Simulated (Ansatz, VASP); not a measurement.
# SnSeS: VASP beside Ansatz, part 2 of 2

Aim: how closely do two programs agree when they are given the same cell, functional and k mesh? Of the first pair: The structure shown is the start of the Ansatz relaxation below; VASP solves that cell, so the two are compared at the walk's first step.

VASP 6.6.1 and Ansatz 0.2.0.

So far. Step 3 (VASP: single point, LDA, start cell, pair 1): The run ends at a pressure of -0.95 GPa, with forces up to 0.79 eV/Å.

### 6. VASP: single point, LDA, start cell, pair 2

Level of this step: LDA; plane waves and PAW (Sn_d, S, Se) (VASP).

The same cell, functional (in two slightly different forms), mesh and smearing now go to VASP, with its own data sets.

Contents of INCAR:

```
SYSTEM = SnSeS
PREC = Accurate
ENCUT = 400
EDIFF = 1E-06
NELM = 120
ISMEAR = 0
SIGMA = 0.02
LREAL = .FALSE.
ALGO = Normal
GGA = CA
NBANDS = 19
LORBIT = 11
LWAVE = .FALSE.
LCHARG = .FALSE.
ISIF = 2
LDIPOL = .TRUE.
IDIPOL = 3
DIPOL = 0.5 0.5 0.332
LVHAR = .TRUE.
LASPH = .TRUE.
GGA_COMPAT = .FALSE.
EFERMI = MIDGAP
NELMDL = -8
```

Contents of POSCAR:

```
SnSeS
1.0
    3.6974410000      0.0000000000      0.0000000000
   -1.8487200000      3.2020780000      0.0000000000
    0.0000000000      0.0000000000     30.0000000000
Sn S Se
1 1 1
Direct
    0.0000000000      0.0000000000      0.3338926667
    0.3333332952      0.6666667708      0.3820802667
    0.6666664343      0.3333332292      0.2806937333
```

Contents of KPOINTS:

```
Automatic mesh
0
Gamma
9 9 1
0 0 0
```

Potentials, in the order of the species: Sn_d, S and Se (LDA family, release 64).

Command:

```sh
$ mpirun -np 1 vasp_std
```

Numbers of over 12 decimals in the logs are rounded to 6 here.

The log of the run:

```text
[... set-up lines as in an earlier step ...]
 entering main loop
       N       E                     dE             d eps       ncg     rms          rms(c)
DAV:   1     0.168856317221E+03    0.16886E+03   -0.95743E+03   552   0.849E+02
DAV:   2     0.584211964577E+01   -0.16301E+03   -0.15889E+03   586   0.213E+02
DAV:   3    -0.141825836619E+02   -0.20025E+02   -0.19976E+02   602   0.874E+01
DAV:   4    -0.146722117108E+02   -0.48963E+00   -0.48909E+00   639   0.167E+01
[...]
DAV:  22    -0.142464323970E+02   -0.53093E-05   -0.14826E-07   466   0.123E-03    0.114E-03
DAV:  23    -0.142464339856E+02   -0.15886E-05   -0.48625E-08   505   0.116E-03    0.300E-04
DAV:  24    -0.142464348153E+02   -0.82971E-06   -0.11725E-08   460   0.463E-04
   1 F= -.14246435E+02 E0= -.14246435E+02  d E =0.000000E+00
```

OUTCAR, selected parts (step 6):

```text
  Total       -0.0190101     -0.0190101      0.0509861     -0.0000000     -0.0000000      0.0000000
  in kB       -0.0857511     -0.0857512      0.2299893     -0.0000000     -0.0000000      0.0000000
  external PRESSURE =       0.0194957 kB  Pullay stress =       0.0000000 kB

 POSITION                                       TOTAL-FORCE (eV/Angst)
 -----------------------------------------------------------------------------------
      0.00000      0.00000     10.01678         0.000000      0.000000      0.028680
     -0.00000      2.13472     11.46241        -0.000000     -0.000000      0.010435
      1.84872      1.06736      8.42081         0.000000      0.000000     -0.039115
 -----------------------------------------------------------------------------------
    total drift:                                0.000413     -0.000051      0.000104

  FREE ENERGIE OF THE ION-ELECTRON SYSTEM (eV)
  ---------------------------------------------------
  free  energy   TOTEN  =       -14.2464348153 eV

  energy  without entropy=      -14.2464348153  energy(sigma->0) =      -14.24643482

[... 3 further parts left out ...]
[key lines of the parts left out:]
E-fermi :  -3.6582
```

The run ends at a pressure of 0.00 GPa, with forces up to 0.039 eV/Å.

### 7. Differences

What differs besides the data sets and the points named for the pairs above, as far as they apply: the data sets hold 36 valence electrons in Ansatz (on its default PAW (the set named soft_2) files) and 26 in VASP; the cutoff is 420 eV in Ansatz and 400 eV in VASP. Total energies have different zeros and are not compared.

At this near-relaxed geometry the largest component of a force difference is 28 meV/Å. With vacuum in the cell, a pressure given here is an average over mostly empty space and none of the material.

### 8. Ansatz: relaxation, LDA

This run makes the geometry at which the two programs are then compared.

The structure compared here is the end of the Ansatz relaxation.

Contents of input.yaml:

```yaml
crystal:
  lattice:
    - [3.6940241306, 0.0, 0.0]
    - [-1.8470120653, 3.1991187393, 0.0]
    - [0.0, 0.0, 30.0]
  atoms:
    - { symbol: Sn, position: [0.0, 0.0, 0.3338995331] }
    - { symbol: S, position: [0.3333333333, 0.6666666667, 0.3821393265] }
    - { symbol: Se, position: [0.6666666667, 0.3333333333, 0.280627807] }
  periodic: [true, true, false]
kpoints:
  mp_grid: { grid: [12, 12, 1] }
hamiltonian:
  xc: lda
scf:
  occupations: { method: fixed }
output:
  forces: true
  stress: true
  eigenvalues: true
  write_density: true
  write_potential: true
  elf: true
  volumetric_format: npy
relax:
  adjacent_minimum: "off"
  f_tol: 0.001
  max_steps: 60
  cell: { stress_2d_tol: 0.002 }
```

Command:

```sh
$ ansatz run input.yaml --threads 8 --pin off --max-ram 14336MiB --backend cpu --events-out ev --progress --plain --runs-dir out
```

The log of the run:

```text
[...]
Crystal: 3 atoms, lattice volume = 354.529 Å³
Basis set: ecut = 420 eV, 6977 PW (Γ)
Bands: 22, of which v1, the nominal top of the filled ones, is band 18 counted from 1 (17 counted from 0)
Symmetry: 6 space group operations
[...]
k-points: 19 of 144 (time reversal used)
[...]
k-point 18: bands = [... 14 lower, -10.1948, -9.9305, -7.4208, -7.2601, -4.3104, -0.9347, -0.8331, 0.5094]
--- Relaxed structure (3 steps of the walk, 2 accepted, 1 SCFs on fresh bases) ---
[...]
cell:  # Å, volume = 354.4984 Å³
    - [3.693867, 0.0, 0]
    - [-1.846933, 3.198982, 0]
    - [0, 0, 30.0]
  atoms:
    - { symbol: Sn, position: [0, 0, 0.333903] }
    - { symbol: S, position: [0.333333, 0.666667, 0.382144] }
    - { symbol: Se, position: [0.666667, 0.333333, 0.280619] }
[key lines of the parts left out:]
SCF converged after 10 iterations
Free energy (F): -12133.232096 eV
Fermi energy:    -6.297060 eV
P = ½ c Tr σ = -0.0009 N/m
```

### 9. VASP: single point, LDA, relaxed cell, pair 3

The same cell, functional (in two slightly different forms) and mesh now go to VASP, with its own data sets.

Changes to INCAR since step 6:

```diff
@@ -6,3 +6,3 @@
 ISMEAR = 0
-SIGMA = 0.02
+SIGMA = 0.01
 LREAL = .FALSE.
```

Contents of POSCAR:

```
SnSeS
1.0
    3.6938667420      0.0000000000      0.0000000000
   -1.8469333710      3.1989824368      0.0000000000
    0.0000000000      0.0000000000     30.0000000000
Sn S Se
1 1 1
Direct
    0.0000000000      0.0000000000      0.3339030727
    0.3333333333      0.6666666667      0.3821444804
    0.6666666667      0.3333333333      0.2806191135
```

Contents of KPOINTS:

```
Automatic mesh
0
Gamma
12 12 1
0 0 0
```

Command:

```sh
$ mpirun -np 1 vasp_std
```

The log of the run:

```text
[... set-up lines as in an earlier step ...]
 entering main loop
       N       E                     dE             d eps       ncg     rms          rms(c)
DAV:   1     0.170397090287E+03    0.17040E+03   -0.96374E+03   866   0.855E+02
DAV:   2     0.587683593059E+01   -0.16452E+03   -0.15911E+03   939   0.216E+02
DAV:   3    -0.140982339719E+02   -0.19975E+02   -0.19916E+02   912   0.877E+01
DAV:   4    -0.146729186477E+02   -0.57468E+00   -0.57375E+00  1024   0.179E+01
[...]
DAV:  22    -0.142471948105E+02   -0.54894E-05   -0.15351E-07   746   0.124E-03    0.111E-03
DAV:  23    -0.142471962794E+02   -0.14689E-05   -0.46767E-08   802   0.108E-03    0.312E-04
DAV:  24    -0.142471971861E+02   -0.90678E-06   -0.12772E-08   714   0.486E-04
   1 F= -.14247197E+02 E0= -.14247197E+02  d E =0.000000E+00
```

Parts of OUTCAR (step 9):

```text
  Total        0.0301083      0.0301083      0.0261248     -0.0000000      0.0000000     -0.0000000
  in kB        0.1360765      0.1360765      0.1180726     -0.0000000      0.0000000     -0.0000000
  external PRESSURE =       0.1300752 kB  Pullay stress =       0.0000000 kB

 POSITION                                       TOTAL-FORCE (eV/Angst)
 -----------------------------------------------------------------------------------
      0.00000      0.00000     10.01709         0.000000     -0.000000      0.021587
     -0.00000      2.13265     11.46433        -0.000000      0.000000      0.006014
      1.84693      1.06633      8.41857        -0.000000     -0.000000     -0.027601
 -----------------------------------------------------------------------------------
    total drift:                                0.000000     -0.000000     -0.000077

  FREE ENERGIE OF THE ION-ELECTRON SYSTEM (eV)
  ---------------------------------------------------
  free  energy   TOTEN  =       -14.2471971861 eV

  energy  without entropy=      -14.2471971861  energy(sigma->0) =      -14.24719719

[... 3 further parts left out ...]
[key lines of the parts left out:]
E-fermi :  -3.6766
```

The run ends at a pressure of 0.01 GPa, with forces up to 0.028 eV/Å.

### 10. Differences

What differs besides the data sets and the points named for the pairs above, as far as they apply: fixed occupations in Ansatz, narrow Gaussian smearing in VASP; the data sets hold 36 valence electrons in Ansatz (on its default PAW (the set named soft_2) files) and 26 in VASP. Total energies have different zeros and are not compared.

The two programs side by side:

```tsv
quantity	Ansatz	VASP	difference
gap on the k mesh (eV)	0.844	0.857	-0.014
```

At this near-relaxed geometry the largest component of a force difference is 28 meV/Å. A gap on the mesh is an upper bound, since the band edges may lie between its points. With vacuum in the cell, a pressure given here is an average over mostly empty space and none of the material.

### 11. What came out

* r.m.s. force difference (single point, LDA, start cell, pair 1): 3.3 % of the r.m.s. force
* r.m.s. force difference (single point, LDA, start cell, pair 2): 12 meV/Å
* difference in gap on the k mesh (single point, LDA, relaxed cell, pair 3): -0.014 eV
* r.m.s. force difference (single point, LDA, relaxed cell, pair 3): 12 meV/Å

The r.m.s. force difference is 3.3 % of the r.m.s. force (single point, LDA, start cell, pair 1), beyond the 3 % picked in this series as the mark of a large difference. The data sets hold unlike numbers of valence electrons (36 in Ansatz and 26 in VASP), so part of the differences comes from the potentials. 2 further runs of this series are not shown here. How closely two codes agree says nothing of how well the functional describes the real material.

[Lines on the potential files, build, host, timing and source positions are cut from VASP's logs without a mark.]

[Logs are printed without paths, hosts, clocks, repeated set-up lines and the standing remarks that a program may print on its own settings, such as how far it seeks lower states.]

[Hosts, paths, dates, database ids (printed as entryN), source tags and the programs' standing remarks are cut or masked in the printed files.]
